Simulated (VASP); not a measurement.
The system is SbC.

```xyz
2
Lattice="3.1147 0.0000 0.0000 0.0000 3.1147 0.0000 0.0000 0.0000 3.1147" Properties=species:S:1:pos:R:3 pbc="T T T"
Sb    1.5573    1.5573    1.5573
C     0.0000    0.0000    0.0000
```

The cell was built by a generator and needn't be a form met in nature.

```yaml
Program: VASP 6.6.1
Task: relaxation of cell and atoms
Functional: PBEsol
Potentials_or_basis: VASP PAW PBE potentials, release 64 (Sb, C)
Cutoff: 600 eV
k_mesh: 9 × 9 × 9
Occupations: fermi-dirac, width 0.05 eV
Spin: no spin polarisation
```

At the start: pressure -5.4 GPa; volume 15.11 Å³/atom.

Task: How do energy, volume and symmetry change on relaxing?

Result: Over 3 steps the energy falls by 13.0 meV/atom and the volume is 14.36 Å³/atom (-4.9 %); space group Pm-3m (No. 221, to 0.05 Å).

The path:
```
step  energy change (eV)  largest force (eV/Å)  pressure (GPa)  volume (Å³)
   1              0.0000                0.0000           -5.37        30.22
   2             -0.0201                0.0000            2.84        28.06
   3             -0.0260                0.0000            0.03        28.73
```

Final structure:
```xyz
2
Lattice="3.0626 0.0000 0.0000 0.0000 3.0626 0.0000 0.0000 0.0000 3.0626" Properties=species:S:1:pos:R:3 pbc="T T T"
Sb    1.5313    1.5313    1.5313
C     0.0000    0.0000    0.0000
```

Caveat: the PAW data sets were made with another functional, which shifts forces and pressure a little.
